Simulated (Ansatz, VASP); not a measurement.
# TiO2 (Rutile) in two plane-wave programs, part 2 of 2

One calculation is typed for both programs; each brings its own data sets. How far apart do they land? The cell is taken from a series of runs on this material, whose earlier steps may have relaxed, scaled, displaced or heated it; both programs get it as it stands.

VASP 6.6.1 and Ansatz 0.2.0.

So far: Starting point; VASP: G0W0 gap, r2SCAN.

## Step 3: Ansatz: G0W0 gap, r2SCAN

Level of this step: Ansatz beside VASP: Kohn-Sham DFT, plane waves, r2SCAN (Ansatz).

Ansatz runs on its default PAW (the set named soft_2) files.

The same cell, functional and mesh now go to Ansatz, which takes its cutoff from its data sets.

Contents of input.yaml:

```yaml
crystal:
  lattice:
    - [4.5922, 0.0, 0.0]
    - [0.0, 4.5922, 0.0]
    - [0.0, 0.0, 2.9574]
  atoms:
    - { symbol: Ti, position: [0.0, 0.0, 0.0] }
    - { symbol: Ti, position: [0.5, 0.5, 0.5] }
    - { symbol: O, position: [0.30496, 0.30496, 0.0] }
    - { symbol: O, position: [0.19504, 0.80496, 0.5] }
    - { symbol: O, position: [0.69504, 0.69504, 0.0] }
    - { symbol: O, position: [0.80496, 0.19504, 0.5] }
kpoints:
  mp_grid: { grid: [4, 4, 6] }
hamiltonian:
  xc: r2scan
scf:
  occupations: { method: fixed }
gw:
  n_empty_bands: 229
  ecut_chi: 138
  qp_bands: [v2, c2]
  qp_kpoints: band_edges
  screening: { model: contour_deformation }
```

The run is started by

```bash
> ansatz run input.yaml --threads 2 --pin off --max-ram 92160MiB --backend cuda --devices 1 --max-vram 13GiB --events-out ev --progress --plain --runs-dir out
```

Numbers of over 12 decimals in the logs are rounded to 6 here.

What it wrote:

```text
GPUs: using 1 of 1 available (devices: 1).
Engine: ansatz 0.2.0, x86_64-unknown-linux-gnu
Pseudopotentials: kind: paw
Pseudopotential: Ti, paw, valence charge 12, recommended cutoff 500 eV (meta_gga), Ti.paw.azcp
Pseudopotential: O, paw, valence charge 6, recommended cutoff 500 eV (meta_gga), O.paw.azcp
Functional definition: r2SCAN
  parameter k0 = 0.174
  parameter k1 = 0.065
  parameter a1 = 4.9479
  exchange = r2scan_x(k0 = k0, k1 = k1, a1 = a1)
  correlation = r2scan_c
device memory: the entry about to start is reckoned to put 1.3 GiB on a device that reports 41.1 GiB free (of which the cap on the GPU budget leaves the run 13.0 GiB)
GPU FFT provider: cuFFT
GPU libraries: cuBLAS 13.8.2, cuFFT 12.4.0, cuSOLVER 12.3.4
Crystal: 6 atoms, lattice volume = 62.367 Å³
Basis set: ecut = 500 eV, 1559 PW (Γ), exchange–correlation on 144×144×96 points (64 copies of the dense FFT grid, shifted against one another)
Bands: 30, of which v1, the nominal top of the filled ones, is band 24 counted from 1 (23 counted from 0)
Symmetry: 16 space group operations
Space group: P42/mnm (ITA 136), of the structure as read, at distance tolerance 4.0e-5 Å
k-points: 24 of 96
Non-local potential: Ti, projectors of the file, l = 0: 3, l = 1: 2, l = 2: 3, l = 3: 1
Non-local potential: O, projectors of the file, l = 0: 2, l = 1: 2, l = 2: 1
PAW form: soft (Blöchl's): semilocal exchange-correlation on the pseudo side does not see the compensation charge
PAW frozen core: Ti, regenerated for the run's functional (the file was generated under x = pbe(κ = 0.804, μ = 0.219515), c = pbe(β = 0.066725))
PAW frozen core: O, regenerated for the run's functional (the file was generated under x = pbe(κ = 0.804, μ = 0.219515), c = pbe(β = 0.066725))
PAW one-centre angular grid: Ti, 590 points (default); XC on 160 Gauss nodes
PAW one-centre angular grid: O, 302 points (default); XC on 160 Gauss nodes
Initial density: superposition of atomic densities (neutral atoms: chi_scale 0, normalization atom), corrected by the library's trained network
Initial wavefunctions: pseudopotential atomic-orbital guess
GPU buffer pool allocated for 31104 grid points (all kernels)
GPU transforms: local potential and band sums: pruned to the plane-wave sphere, on 36×36×24
Functional: x = r2scan, c = r2scan; τ floored in thin density (d = 2e-4 eV/Å³)
SCF iter   1: F=—  HF=-7292.561013 eV  |F-HF|=—  |Δ(HF+E_count)|=         —  Δρ=2.75e-2  dr2=5.50e-1  dr2_τ=3.86e-1  ethr=1.77e-3  ⟨swp⟩=4.0  Hψ=2734  notcnv=0  defer=50
preconditioner: auto → Resta (q_TF=auto, 2.612 Å⁻¹)  ε∞=7.3  [insulator: Δε(μ)=2.747 eV  Ē_g=10.566 eV  n_scr=18 (ndim 8)  ℏωp=26.6 eV  f_vac=0.016  ε∞_Penn≈7.3]
SCF iter   2: F=—  HF=-7292.582313 eV  |F-HF|=—  |Δ(HF+E_count)|=   2.13e-2  Δρ=1.22e-2  dr2=4.40e-2  dr2_τ=2.81e-2  ethr=1.15e-3  ⟨swp⟩=3.0  Hψ=1617  notcnv=0  defer=3
SCF iter   3: F=—  HF=-7292.576934 eV  |F-HF|=—  |Δ(HF+E_count)|=   5.38e-3  Δρ=4.04e-3  dr2=6.02e-3  dr2_τ=5.40e-4  ethr=9.17e-5  ⟨swp⟩=2.0  Hψ=1160  notcnv=0  defer=88
SCF iter   4: F=—  HF=-7292.576742 eV  |F-HF|=—  |Δ(HF+E_count)|=   1.92e-4  Δρ=1.15e-3  dr2=4.11e-4  dr2_τ=1.04e-4  ethr=1.25e-5  ⟨swp⟩=2.0  Hψ=1045  notcnv=0  defer=96
SCF iter   5: F=—  HF=-7292.576815 eV  |F-HF|=—  |Δ(HF+E_count)|=   7.27e-5  Δρ=1.83e-4  dr2=2.26e-5  dr2_τ=1.52e-6  ethr=8.55e-7  ⟨swp⟩=2.2  Hψ=1116  notcnv=0  defer=96
SCF iter   6: F=—  HF=-7292.576821 eV  |F-HF|=—  |Δ(HF+E_count)|=   5.99e-6  Δρ=5.20e-5  dr2=2.29e-6  dr2_τ=1.17e-7  ethr=4.70e-8  ⟨swp⟩=2.0  Hψ=1296  notcnv=0
SCF iter   7: F=—  HF=-7292.576821 eV  |F-HF|=—  |Δ(HF+E_count)|=   1.25e-8  Δρ=2.29e-5  dr2=3.84e-7  dr2_τ=1.86e-8  ethr=4.77e-9  ⟨swp⟩=2.7  Hψ=1249  notcnv=0
SCF iter   8: F=-7292.576821 eV  HF=-7292.576821 eV  |F-HF|=3.05e-9  |Δ(HF+E_count)|=   3.87e-8  Δρ=2.90e-6  dr2=5.90e-9  dr2_τ=1.32e-10  ethr=2.08e-10  ⟨swp⟩=5.0  Hψ=2143  notcnv=0
SCF 1 converged in 8 iterations: F = -7292.576821 eV  dr2 = 5.90e-9
  greatest PAW one-centre occupation: 1.000 electrons in one spin orbital (limit 2), on the Ti atom at site 1 (counted from 0), in its partial waves of l = 0
device memory: the entry about to start is reckoned to put 1.4 GiB (of the 1.5 GiB reckoned in all, the device holds 0.1 GiB already) on a device that reports 40.4 GiB free (of which the cap on the GPU budget leaves the run 12.9 GiB)
NSCF: frozen V_eff on 24 k-points, pencils in batches of 32, up to order 120
the band table was solved once the SCF had ended and its energy, with any forces and stress, was formed, with the checks that follow a solve (2872 applications of the Hamiltonian). They found nothing against the state; the energy, forces and stress were not computed again (output.eigenvalues in the input reference)
device memory: the entry about to start is reckoned to put 1.8 GiB on a device that reports 39.4 GiB free (of which the cap on the GPU budget leaves the run 13.0 GiB)
NSCF: frozen V_eff on 24 k-points
G₀W₀ screening: q 1/24
[... further progress lines ...]
[...]
Σ components = -7292.576821   (vs F -7292.576821, Δ=0.00e0)
--- Band table (eV; the first three rows and the last of 24) ---
  k-point 0: bands = [... 20 lower, 8.0696, 8.3477, 8.3477, 8.8197, 11.0506, 11.3863, 11.5841, 11.6790, ... 2 higher]
  k-point 1: bands = [... 20 lower, 7.0828, 7.8346, 7.8346, 8.6460, 11.4399, 11.5923, 11.6181, 12.0011, ... 2 higher]
  k-point 2: bands = [... 20 lower, 6.7484, 7.1958, 7.1958, 7.8184, 11.5172, 11.9145, 12.3455, 12.5888, ... 2 higher]
  k-point 23: bands = [... 20 lower, 7.5096, 7.5096, 8.1144, 8.1144, 11.7617, 11.7617, 12.4073, 12.4073, ... 2 higher]
--- G₀W₀: contour deformation, 7 samples at zero and on the imaginary axis and 1 off it, 96 q-points, 229 empty bands' worth ---
  eigenvalues of the whole cell's RPA ε∞ on this k-mesh (on a slab, of 1 + 4πα/V) = 6.2878, 6.2878, 7.4909; static W/v taken at q = 0 is 0.149327
  bands read: the sum over 253 bands ends inside a degenerate multiplet in 15 slots, whose members it reads at an even weight; the widest, k=2: bands 253 to 254 (counted from 1) at 1/2 each
  gw.qp_kpoints: band_edges: 19 of 24 stored k-points solved, in 1 pass; an edge of the gap read off the rows below is read off those points alone
    valence top: of the k-points left out ik 8 came nearest to being solved in a further pass, in band 23 (counted from 1, as in the quasiparticle table): it holds the edge there only if its correction is more favourable than any solved in that band by at least 0.766 eV; those differ by 0.132 eV
    conduction bottom: of the k-points left out ik 7 came nearest to being solved in a further pass, in band 26 (counted from 1, as in the quasiparticle table): it holds the edge there only if its correction is more favourable than any solved in that band by at least 0.524 eV; those differ by 0.143 eV
    ik  band        ε_KS         Σx   Σc(E_QP)       V_xc       Z   E_QP_lin       E_QP  E_QP is
     0    23      8.3477   -26.2433     4.3164   -22.0046  0.7296     8.4252     8.4253  root
     0    24      8.8197   -26.2042     4.5257   -21.7520  0.7188     8.8932     8.8933  root
     0    25     11.0506   -13.2820    -6.9625   -21.3328  0.7284    12.1636    12.1389  root
     0    26     11.3863   -13.2804    -6.7194   -21.0221  0.7290    12.4306    12.4086  root
     1    23      7.8346   -25.6077     4.0278   -21.6387  0.7275     7.8933     7.8934  root
     1    24      8.6460   -26.0914     4.6645   -21.4835  0.7172     8.7026     8.7027  root
     1    25     11.4399   -13.1800    -7.3003   -21.5185  0.7149    12.5033    12.4780  root
     1    26     11.5923   -13.6987    -6.9148   -21.6967  0.7245    12.7013    12.6754  root
     2    23      7.1958   -25.8092     4.7743   -20.9807  0.7104     7.1415     7.1416  root
     2    24      7.8184   -24.7957     4.5341   -20.2606  0.7096     7.8174     7.8174  root
     2    25     11.5172   -13.6852    -7.0308   -21.7388  0.7131    12.5643    12.5399  root
     2    26     11.9145   -13.8015    -7.4643   -22.4101  0.7149    13.0908    13.0588  root
     3    23      7.3463   -25.7896     4.7357   -21.0018  0.7115     7.2943     7.2943  root
     3    24      7.3463   -25.7896     4.7357   -21.0018  0.7115     7.2943     7.2943  root
     3    25     12.1292   -14.3773    -7.0715   -22.4878  0.6986    13.1982    13.1682  root
     3    26     12.1292   -14.3773    -7.0715   -22.4878  0.6986    13.1982    13.1682  root
     4    23      7.9700   -25.6930     4.3727   -21.3800  0.7187     8.0297     8.0298  root
     4    24      8.5788   -26.0174     4.5896   -21.4777  0.7175     8.6287     8.6288  root
     4    25     11.3479   -13.5988    -6.8815   -21.5519  0.7232    12.4449    12.4196  root
     4    26     11.7083   -13.4668    -6.8164   -21.2924  0.7189    12.7413    12.7175  root
     5    23      7.7493   -25.3795     4.3142   -21.0931  0.7167     7.7771     7.7771  root
     5    24      8.4365   -25.8657     4.5830   -21.3276  0.7164     8.4814     8.4814  root
     5    25     11.5595   -13.4293    -7.1955   -21.6736  0.7145    12.6343    12.6083  root
     5    26     11.8701   -14.2320    -6.9355   -22.2480  0.7112    12.9795    12.9505  root
[...]
21    23      7.3783   -26.1983     4.3336   -21.8549  0.7313     7.3685     7.3685  root
    21    24      7.3783   -26.1983     4.3336   -21.8549  0.7313     7.3685     7.3685  root
    21    25     11.5443   -13.8396    -6.9841   -21.9249  0.7210    12.6728    12.6455  root
    21    26     11.5443   -13.8396    -6.9841   -21.9249  0.7210    12.6728    12.6455  root
    23    23      8.1144   -26.2696     4.5298   -21.7532  0.7237     8.1277     8.1277  root
    23    24      8.1144   -26.2696     4.5298   -21.7532  0.7237     8.1277     8.1277  root
    23    25     11.7617   -13.6720    -6.9668   -21.6522  0.7104    12.8001    12.7751  root
    23    26     11.7617   -13.6720    -6.9668   -21.6522  0.7104    12.8001    12.7751  root
```

Reading the cycles: dr2 is the Hartree energy of the density residual (eV), the measure of convergence; HF is the Harris–Foulkes estimate of the energy, which meets the free energy F at convergence.

## Step 4: Side by side

Known differences besides the potentials themselves: VASP keeps PBE cores, Ansatz makes them for the functional; fixed occupations in Ansatz, narrow Gaussian smearing in VASP; the cutoff is 500 eV in Ansatz and 440 eV in VASP; Ansatz integrates over frequency by contour deformation, VASP on a grid of NOMEGA points; Ansatz's G0W0 levels solve the quasiparticle equation, VASP's are linearised. Total energies have different zeros and are not compared.

Both answers:

```csv
quantity,Ansatz,VASP,difference
G0W0 gap on the mesh (eV),3.20,3.29,-0.09
Kohn-Sham gap under it (eV),2.23,2.22,+0.01
```

## Step 5: Outcome

```
difference in G0W0 gap on the mesh (G0W0 gap, r2SCAN) : -0.086 eV
```

What this shows: The difference in G0W0 gap on the mesh is -0.086 eV (G0W0 gap, r2SCAN). Such differences can come from data sets, numerical settings and the points named under the comparisons, not from the functional's error against experiment.

[Lines on the potential files, build, host, timing and source positions are cut from VASP's logs without a mark.]

[Logs are printed without paths, hosts, clocks, repeated set-up lines and the standing remarks that a program may print on its own settings, such as how far it seeks lower states.]

[Hosts, paths, dates, database ids (printed as entryN), source tags and the programs' standing remarks are cut or masked in the printed files.]
